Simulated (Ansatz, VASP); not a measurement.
GaGe: VASP beside Ansatz

Contents of POSCAR:

```
GaGe
1.0
    0.0000000000      2.8586791449      2.8586791449
    2.8586791449      0.0000000000      2.8586791449
    2.8586791449      2.8586791449      0.0000000000
Ge Ga
1 1
Direct
    0.0000000000      0.0000000000      0.0000000000
    0.2500000000      0.2500000000      0.2500000000
```

The input INCAR.step1:

```
ALGO = Normal
EDIFF = 1E-4
ENCUT = 520
GGA = PE
ISMEAR = -1
LASPH = True
LCHARG = False
LREAL = False
LWAVE = True
NBANDS = 20
NELM = 100
PREC = Accurate
SIGMA = 0.05
```

Contents of INCAR.step2:

```
ALGO = Normal
EDIFF = 1E-6
ENCUT = 520
ISIF = 2
ISMEAR = -1
ISTART = 1
LASPH = True
LCHARG = True
LELF = True
LMIXTAU = True
LREAL = False
LVHAR = True
LWAVE = False
METAGGA = R2SCAN
NBANDS = 20
NELM = 100
PREC = Accurate
SIGMA = 0.05
```

The input KPOINTS:

```
k-points
0
Gamma
  8 8 8
```

Contents of input.yaml:

```yaml
crystal:
  lattice:
    - [0.0, 2.8586791449, 2.8586791449]
    - [2.8586791449, 0.0, 2.8586791449]
    - [2.8586791449, 2.8586791449, 0.0]
  atoms:
    - { symbol: Ge, position: [0.0, 0.0, 0.0] }
    - { symbol: Ga, position: [0.25, 0.25, 0.25] }
hamiltonian:
  xc: r2scan
  pseudopotentials: { kind: paw }
kpoints:
  mp_grid: { grid: [8, 8, 8] }
scf:
  occupations: { method: fermi_dirac, width: 0.05 }
output:
  forces: true
  stress: true
  eigenvalues: true
```

The cell comes from a database or a generator and needn't be the stable form of this composition.

Alike in both runs: task single point; functional r2SCAN; k mesh 8 × 8 × 8; occupations fermi-dirac, width 0.05 eV; no spin polarisation.

|  | VASP | Ansatz |
| --- | --- | --- |
| version | VASP 6.6.1 | Ansatz 0.2.0 |
| potentials or method | VASP PAW PBE potentials, release 64 (Ge_d, Ga_d) | Ansatz PAW |
| plane-wave cutoff (eV) | 520 | 500 |
| valence electrons in the cell | 27 | 27 |

|  | VASP | Ansatz | Ansatz less VASP |
| --- | --- | --- | --- |
| gap on the k mesh at the Fermi level (eV) | none | none | - |
| pressure (GPa) | 0.0 | 0.0 | -0.02 |

A gap of «none» marks a metal or a gap that the smearing closes.

Caveats: the PAW data sets were made with another functional, which shifts forces and pressure a little (VASP); the PAW data sets come from PBE, with cores solved anew for the run's functional, which leaves a small shift of forces and pressure (Ansatz).
